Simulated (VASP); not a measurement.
# Re (Rhenium): input slips in a relaxation and what they do

Some relaxations of Re (Rhenium) get a fault in the input on purpose. Which of them show, and how? The starting structure is a measured crystal structure from the Crystallography Open Database. The first relaxation on each setting starts from this cell expanded by 3 % in volume.

Main program and level: VASP 6.6.1; Kohn-Sham DFT with plane waves and PAW; PBEsol.

**1. The structure**

It takes space group P6_3/mmc (No. 194, hexagonal). The conventional cell has a = 2.761 Å, b = 2.761 Å, c = 4.458 Å, α = 90.00°, β = 90.00°, γ = 120.00°. Nearest to Re lie 12 Re at 2.74 to 2.76 Å.

Coordinates:

```
Re
1.0
     2.76080    0.00000    0.00000
    -1.38040    2.39092    0.00000
     0.00000    0.00000    4.45820
Re
2
Direct
  0.66667 0.33333 0.75000
  0.33333 0.66667 0.25000
```

**2. Reference relaxation**

This run starts from the cell of an earlier relaxation, which isn't shown; the restart sets up the plane waves anew.

INCAR reads:

```
SYSTEM = Re
PREC = Accurate
ENCUT = 450
EDIFF = 1E-06
NELM = 100
ISMEAR = 1
SIGMA = 0.15
LREAL = .FALSE.
ALGO = Normal
GGA = PS
NBANDS = 13
LASPH = .TRUE.
LORBIT = 11
LWAVE = .FALSE.
LCHARG = .FALSE.
KPAR = 4
IBRION = 2
NSW = 50
ISIF = 3
EDIFFG = -0.006
```

POSCAR reads:

```
Re
1.0
    2.7507046059      0.0000000000      0.0000000000
   -1.3753523029      2.3821800670      0.0000000000
    0.0000000000      0.0000000000      4.4428576751
Re
2
Direct
    0.6666666667      0.3333333333      0.7500000000
    0.3333333333      0.6666666667      0.2500000000
```

KPOINTS reads:

```
Automatic mesh
0
Gamma
18 18 10
0 0 0
```

PAW data sets: Re (PBE family, release 64).

The run is started by

```bash
$ mpirun -np 4 vasp_std
```

Output:

```text
[banner, memory and clock lines left out]
running    4 mpi-ranks, on    1 nodes
 distrk:  each k-point on    1 cores,    4 groups
 distr:  one band on    1 cores,    1 groups

 POSCAR found type information on POSCAR Re
 POSCAR found :  1 types and       2 ions
|                                                                             |
|               ----> ADVICE to this user running VASP <----                  |
|                                                                             |
|     You enforced a specific xc type in the INCAR file but a different       |
|     [... a line on the potential file left out ...]
|     I HOPE YOU KNOW WHAT YOU ARE DOING!                                     |
|                                                                             |

 LDA part: xc-table for (Slater+PW92), standard interpolation
 POSCAR, INCAR and KPOINTS ok, starting setup
 FFT: planning ... GRIDC
 FFT: planning ... GRID_SOFT
 FFT: planning ... GRID
 WAVECAR not read
 entering main loop
       N       E                     dE             d eps       ncg     rms          rms(c)
DAV:   1     0.161567368364E+02    0.16157E+02   -0.64638E+03 11476   0.126E+03
DAV:   2    -0.268193788657E+02   -0.42976E+02   -0.37607E+02  9606   0.272E+02
DAV:   3    -0.282259387956E+02   -0.14066E+01   -0.13097E+01 10092   0.562E+01
DAV:   4    -0.282455658868E+02   -0.19627E-01   -0.19420E-01  9088   0.414E+00
DAV:   5    -0.282459298839E+02   -0.36400E-03   -0.36386E-03  9847   0.869E-01    0.455E+01
DAV:   6    -0.271198984862E+02    0.11260E+01   -0.96489E-01 10048   0.268E+01    0.188E+01
DAV:   7    -0.267485579173E+02    0.37134E+00   -0.64746E-01 10231   0.214E+01    0.514E-01
DAV:   8    -0.267356843071E+02    0.12874E-01   -0.86832E-03  9923   0.902E-01    0.166E-01
DAV:   9    -0.267349749920E+02    0.70932E-03   -0.36613E-04 10127   0.196E-01    0.443E-02
DAV:  10    -0.267349682626E+02    0.67294E-05   -0.62040E-05  9482   0.898E-02    0.134E-02
DAV:  11    -0.267349689978E+02   -0.73523E-06   -0.26715E-07  5675   0.218E-02
   1 F= -.26734969E+02 E0= -.26735051E+02  d E =-.267350E+02
 curvature:   0.00 expect dE= 0.000E+00 dE for cont linesearch  0.000E+00
 trial: gam= 0.00000 g(F)=  0.165E-49 g(S)=  0.325E-05 ort = 0.000E+00 (trialstep = 0.100E+01)
 search vector abs. value=  0.325E-05
 reached required accuracy - stopping structural energy minimisation
```

It took 18 s on 4 MPI ranks of Intel Xeon Platinum 8259CL at 2.50GHz (Skylake/Cascade Lake), shared host; peak memory 0.68 GiB.

Lines that name or quote the potential files are left out of all logs, and their timing lines are given in words.

OUTCAR, selected parts (step 2):

```text
ion  position               nearest neighbor table
   1  0.667  0.333  0.750-   2 2.73   2 2.73   2 2.73   2 2.73   2 2.73   2 2.73
   2  0.333  0.667  0.250-   1 2.73   1 2.73   1 2.73   1 2.73   1 2.73   1 2.73

  LATTYP: Found a hexagonal cell.
 ALAT       =     2.7507046059
 C/A-ratio  =     1.6151707695

 Subroutine GETGRP returns: Found 24 space group operations
 (whereof 12 operations were pure point group operations)

The static configuration has the point symmetry D_3d.
 The point group associated with its full space group is D_6h.

 Found    222 irreducible k-points:

   k-points           NKPTS =    222   k-points in BZ     NKDIM =    222   number of bands    NBANDS=     13

   dimension x,y,z NGX =    20 NGY =   20 NGZ =   32
   dimension x,y,z NGXF=    40 NGYF=   40 NGZF=   64

   ENCUT  =  450.0 eV  33.07 Ry    5.75 a.u.   4.76  4.76  7.68*2*pi/ulx,y,z

   NELECT =      14.0000    total number of electrons

 k-points in reciprocal lattice and weights: Automatic mesh
   0.00000000  0.00000000  0.00000000       0.000
   0.05555556  0.00000000  0.00000000       0.002
   0.11111111  0.00000000  0.00000000       0.002
   0.16666667  0.00000000  0.00000000       0.002
   0.22222222  0.00000000  0.00000000       0.002
   0.27777778  0.00000000  0.00000000       0.002
   0.33333333  0.00000000  0.00000000       0.002
   0.38888889  0.00000000  0.00000000       0.002
   0.44444444  0.00000000  0.00000000       0.002
[...]
0.33333333  0.27777778  0.50000000       0.004
   0.33333333  0.33333333  0.50000000       0.001

 average (electrostatic) potential at core
       1 -38.8192       2 -38.8192

 E-fermi :   7.8296

 k-point     1 :       0.0000    0.0000    0.0000
  band No.  band energies     occupation
    ...
      3       6.2362      2.00000
      4       6.2364      2.00000
      5       6.2364      2.00000
      6       7.0900      2.00000
      7       7.0900      2.00000
      8       8.0376     -0.06451
      9       8.0376     -0.06451
     10       8.4844     -0.00000
     11      11.2694      0.00000
     12      11.2694      0.00000
    ...

 k-point     2 :       0.0556    0.0000    0.0000
  band No.  band energies     occupation
    ...
      4       6.3544      2.00000
      5       6.5653      2.00000
      6       6.9963      2.00000
      7       7.2017      2.00000
      8       7.7771      1.55432
      9       7.9361      0.07378
     10       8.1541     -0.00913
     11      11.3391      0.00000
     12      11.8657      0.00000
     13      17.9864      0.00000

 k-point     3 :       0.1111    0.0000    0.0000
  band No.  band energies     occupation
    ...
      5       6.7045      2.00000
      6       6.8480      2.00000
      7       6.9809      2.00000
      8       7.5320      2.01681
      9       7.6695      2.06159
     10       7.9027      0.27458
     11      11.5129      0.00000
     12      13.0754      0.00000
     13      17.9442      0.00000

  Total       -0.0066716     -0.0066716      0.0067750     -0.0000000     -0.0000000     -0.0000000
  in kB       -0.3671654     -0.3671654      0.3728552     -0.0000000     -0.0000000     -0.0000000
  external PRESSURE =      -0.1204919 kB  Pullay stress =       0.0000000 kB

  energy-cutoff  :      450.00
  volume of cell :       29.11
      direct lattice vectors                 reciprocal lattice vectors
     2.750704606  0.000000000  0.000000000     0.363543216  0.209891774  0.000000000
    -1.375352303  2.382180067  0.000000000     0.000000000  0.419783548  0.000000000
     0.000000000  0.000000000  4.442857675     0.000000000  0.000000000  0.225080359

 POSITION                                       TOTAL-FORCE (eV/Angst)
 -----------------------------------------------------------------------------------
      1.37535      0.79406      3.33214         0.000000     -0.000000      0.000000
     -0.00000      1.58812      1.11071        -0.000000      0.000000      0.000000
 -----------------------------------------------------------------------------------
    total drift:                               -0.000000      0.000000     -0.000000

  FREE ENERGIE OF THE ION-ELECTRON SYSTEM (eV)
  ---------------------------------------------------
  free  energy   TOTEN  =       -26.7349689978 eV

  energy  without entropy=      -26.7352141261  energy(sigma->0) =      -26.73505071

 reached required accuracy - stopping structural energy minimisation

 total charge
# of ion       s       p       d       tot
------------------------------------------
    1        0.631   0.687   4.884   6.203
    2        0.631   0.687   4.884   6.203
--------------------------------------------------
tot          1.262   1.374   9.769  12.405

[... 3 further parts left out ...]
```

The PAW data sets were made with PBE, which is usual practice but a small mismatch for other functionals. The data set Re keeps the semicore shell frozen, which is cheaper and a little less accurate. The run keeps the 24 symmetry operations of its start, so it cannot find a distortion of lower symmetry.

The reference relaxation ends at 14.556 Å³ an atom. Pressures at 0.985 and 1.015 times this volume, from two more relaxations that aren't shown, give a bulk modulus of 400.5 GPa.

**3. Relaxation with a loose electronic threshold**

A slip made on purpose: a loose electronic threshold. Against step 2 the input has EDIFF = 0.01 (also changed: NELM and NSW).

INCAR, as its differences from that of step 2:

```diff
@@ -3,4 +3,4 @@
 ENCUT = 450
-EDIFF = 1E-06
-NELM = 100
+EDIFF = 0.01
+NELM = 60
 ISMEAR = 1
@@ -17,3 +17,3 @@
 IBRION = 2
-NSW = 50
+NSW = 30
 ISIF = 3
```

POSCAR reads:

```
Re
1.0
    2.7881364313      0.0000000000      0.0000000000
   -1.3940682156      2.4145969787      0.0000000000
    0.0000000000      0.0000000000      4.5023434649
Re
2
Direct
    0.6666666667      0.3333333333      0.7500000000
    0.3333333333      0.6666666667      0.2500000000
```

KPOINTS is that of step 2.

The run is started by

```bash
$ mpirun -np 4 vasp_std
```

Output:

```text
[banner, memory and clock lines left out]
running    4 mpi-ranks, on    1 nodes
[...]
[... a notice as in an earlier step ...]

 LDA part: xc-table for (Slater+PW92), standard interpolation
 POSCAR, INCAR and KPOINTS ok, starting setup
[...]
entering main loop
       N       E                     dE             d eps       ncg     rms          rms(c)
DAV:   1     0.162221656188E+02    0.16222E+02   -0.64015E+03 11444   0.124E+03
DAV:   2    -0.267452809511E+02   -0.42967E+02   -0.37473E+02  9663   0.269E+02
DAV:   3    -0.282543183138E+02   -0.15090E+01   -0.13900E+01 10162   0.587E+01
DAV:   4    -0.282763832074E+02   -0.22065E-01   -0.21699E-01  9069   0.460E+00
DAV:   5    -0.282767197509E+02   -0.33654E-03   -0.33641E-03  9141   0.888E-01    0.421E+01
DAV:   6    -0.270610301763E+02    0.12157E+01   -0.11409E+00 10131   0.293E+01    0.163E+01
DAV:   7    -0.266927696294E+02    0.36826E+00   -0.67919E-01 10295   0.219E+01    0.674E-01
DAV:   8    -0.266785786777E+02    0.14191E-01   -0.97372E-03  9811   0.118E+00    0.246E-01
DAV:   9    -0.266778046330E+02    0.77404E-03   -0.52971E-04  4816   0.279E-01
   1 F= -.26677805E+02 E0= -.26677882E+02  d E =-.266778E+02
[... from here on, the cycles between the ionic steps are left out ...]
   2 F= -.25514161E+02 E0= -.25514569E+02  d E =0.116364E+01
   3 F= -.26733639E+02 E0= -.26733705E+02  d E =-.558346E-01
   5 F= -.26732624E+02 E0= -.26732724E+02  d E =-.548190E-01
   7 F= -.26734775E+02 E0= -.26734855E+02  d E =-.569700E-01
   9 F= -.26737038E+02 E0= -.26737157E+02  d E =-.226342E-02
  11 F= -.26735001E+02 E0= -.26735085E+02  d E =-.226583E-03
  13 F= -.26735044E+02 E0= -.26735126E+02  d E =-.269693E-03
  15 F= -.26735172E+02 E0= -.26735260E+02  d E =-.128080E-03
  17 F= -.26735105E+02 E0= -.26735196E+02  d E =-.605376E-04
  19 F= -.26735150E+02 E0= -.26735241E+02  d E =-.194827E-04
  21 F= -.26735200E+02 E0= -.26735292E+02  d E =-.702224E-04
  23 F= -.26735180E+02 E0= -.26735268E+02  d E =-.494035E-04
  25 F= -.26735207E+02 E0= -.26735292E+02  d E =-.237219E-04
  27 F= -.26735008E+02 E0= -.26735080E+02  d E =0.175158E-03
  29 F= -.26735206E+02 E0= -.26735292E+02  d E =-.230466E-04
  30 F= -.26735211E+02 E0= -.26735296E+02  d E =-.276602E-04
[...]
opt :   0.2950  next Energy=   -26.735212 (dE=-0.286E-04)
```

The job ended after 2.5 min (4 MPI ranks; peak memory 0.75 GiB).

OUTCAR, selected parts (step 3):

```text
  Total       -0.0418565     -0.0418565     -0.0561886     -0.0000000      0.0000000      0.0000000
  in kB       -2.3024376     -2.3024376     -3.0908170     -0.0000000      0.0000000      0.0000000
  external PRESSURE =      -2.5652307 kB  Pullay stress =       0.0000000 kB

 POSITION                                       TOTAL-FORCE (eV/Angst)
 -----------------------------------------------------------------------------------
      1.37542      0.79410      3.33341         0.000000     -0.000000      0.000000
     -0.00000      1.58819      1.11114        -0.000000      0.000000     -0.000000
 -----------------------------------------------------------------------------------
    total drift:                                0.000000     -0.000000     -0.000000

  FREE ENERGIE OF THE ION-ELECTRON SYSTEM (eV)
  ---------------------------------------------------
  free  energy   TOTEN  =       -26.7352107806 eV

  energy  without entropy=      -26.7354661254  energy(sigma->0) =      -26.73529590

[... 1 part as in an earlier step ...]

[... 2 further parts left out ...]
[key lines of the parts left out:]
E-fermi :   7.8243
```

Logs of long relaxations may skip ionic steps without a mark.

The relaxation used up its 30 ionic steps (NSW) before forces and stress met EDIFFG.

**4. Relaxation with too few electronic steps**

A slip made on purpose: too few electronic steps. Against step 2 the input has NELM = 4 (also changed: NSW).

INCAR, as its differences from that of step 3:

```diff
@@ -3,4 +3,4 @@
 ENCUT = 450
-EDIFF = 0.01
-NELM = 60
+EDIFF = 1E-06
+NELM = 4
 ISMEAR = 1
```

POSCAR is that of step 3.

KPOINTS is that of step 3.

The run is started by

```bash
$ mpirun -np 4 vasp_std
```

Output:

```text
[... set-up lines as in an earlier step ...]
 entering main loop
       N       E                     dE             d eps       ncg     rms          rms(c)
[... 4 cycles as in an earlier step ...]
 -----------------------------------------------------------------------------
|                                                                             |
|           W    W    AA    RRRRR   N    N  II  N    N   GGGG   !!!           |
|           W    W   A  A   R    R  NN   N  II  NN   N  G    G  !!!           |
|           W    W  A    A  R    R  N N  N  II  N N  N  G       !!!           |
|           W WW W  AAAAAA  RRRRR   N  N N  II  N  N N  G  GGG   !            |
|           WW  WW  A    A  R   R   N   NN  II  N   NN  G    G                |
|           W    W  A    A  R    R  N    N  II  N    N   GGGG   !!!           |
|                                                                             |
|     The electronic self-consistency was not achieved in the given           |
|     number of steps (NELM). The forces and other quantities evaluated       |
[...]
|     E        R   R    R   R    O     O  R   R                               |
|     E        R    R   R    R   O     O  R    R      ###     ###     ###     |
|     EEEEEEE  R     R  R     R  OOOOOOO  R     R     ###     ###     ###     |
|                                                                             |
|     Orbital orthonormalization failed in the inversion of matrix            |
|     LAPACK: Routine ZPOTRF failed! kpoint: 1 spin: 1                        |
|                                                                             |
|     Possible solutions for this issue are:                                  |
|     - Please check whether the atoms are too close to each other.           |
|     - Decreasing POTIM might help during relaxations or MDs.                |
|     - Deleting CHGCAR or WAVECAR if incompatible with the structure.        |
|     - Try calculating without symmetrizing (ISYM = 0 or ISYM = -1).         |
|     - As last resort: using a different PAW for some of the atoms.          |
|                                                                             |
|       ---->  I REFUSE TO CONTINUE WITH THIS SICK JOB ... BYE!!! <----       |
|                                                                             |
 -----------------------------------------------------------------------------

1
1
1
1
```

Elapsed: 14 s, on 4 MPI ranks.

VASP stopped with this message: “Orbital orthonormalization failed in the inversion of matrix LAPACK: Routine ZPOTRF failed! kpoint: 1 spin: 1”.

**5. Relaxation with an ionic step far too long**

A slip made on purpose: an ionic step far too long. Against step 2 the input has IBRION = 1 and POTIM = 2 (also changed: NELM and NSW).

INCAR, as its differences from that of step 4:

```diff
@@ -4,3 +4,3 @@
 EDIFF = 1E-06
-NELM = 4
+NELM = 60
 ISMEAR = 1
@@ -16,3 +16,3 @@
 KPAR = 4
-IBRION = 2
+IBRION = 1
 NSW = 30
@@ -20 +20,2 @@
 EDIFFG = -0.006
+POTIM = 2
```

POSCAR is that of step 4.

KPOINTS is that of step 4.

The run is started by

```bash
$ mpirun -np 4 vasp_std
```

Output:

```text
[... set-up lines as in an earlier step ...]
 entering main loop
       N       E                     dE             d eps       ncg     rms          rms(c)
[... 4 cycles as in an earlier step ...]
DAV:   5    -0.282767359404E+02   -0.35273E-03   -0.35261E-03  9869   0.888E-01    0.421E+01
DAV:   6    -0.270610345808E+02    0.12157E+01   -0.11406E+00 10131   0.293E+01    0.163E+01
DAV:   7    -0.266927740066E+02    0.36826E+00   -0.67913E-01 10295   0.219E+01    0.674E-01
DAV:   8    -0.266786123238E+02    0.14162E-01   -0.10067E-02 10579   0.118E+00    0.230E-01
DAV:   9    -0.266778419905E+02    0.77033E-03   -0.38600E-04 10297   0.198E-01    0.392E-02
DAV:  10    -0.266778401862E+02    0.18043E-05   -0.47278E-05  9395   0.675E-02    0.123E-02
DAV:  11    -0.266778411934E+02   -0.10072E-05   -0.29407E-07  5801   0.206E-02    0.359E-03
DAV:  12    -0.266778409315E+02    0.26195E-06   -0.27413E-07  4881   0.125E-02
   1 F= -.26677841E+02 E0= -.26677916E+02  d E =-.266778E+02
[... from here on, the cycles between the ionic steps are left out ...]
   2 F= 0.29060794E+02 E0= 0.29060860E+02  d E =0.557386E+02
   3 F= -.26720097E+02 E0= -.26720170E+02  d E =-.557809E+02
   4 F= -.26731463E+02 E0= -.26731542E+02  d E =-.113656E-01
   5 F= -.26734714E+02 E0= -.26734755E+02  d E =-.325083E-02
   6 F= -.26680598E+02 E0= -.26680666E+02  d E =0.541161E-01
   7 F= -.26735218E+02 E0= -.26735298E+02  d E =-.546202E-01
   8 F= -.26735206E+02 E0= -.26735295E+02  d E =0.125031E-04
   9 F= -.26735223E+02 E0= -.26735306E+02  d E =-.171512E-04
 BRION: g(F)=  0.659E-50 g(S)=  0.663E-05 retain N=  1 mean eig= 0.11
 eig:   0.110
 reached required accuracy - stopping structural energy minimisation
```

Elapsed: 2.2 min, on 4 MPI ranks; peak memory 0.75 GiB.

[end of part 1 of 2]

[Lines on the potential files, build, host, timing and source positions are cut from VASP's logs without a mark.]

[Logs are printed without paths, hosts, clocks, repeated set-up lines and the standing remarks that a program may print on its own settings, such as how far it seeks lower states.]

[Hosts, paths, dates, database ids (printed as entryN), source tags and the programs' standing remarks are cut or masked in the printed files.]
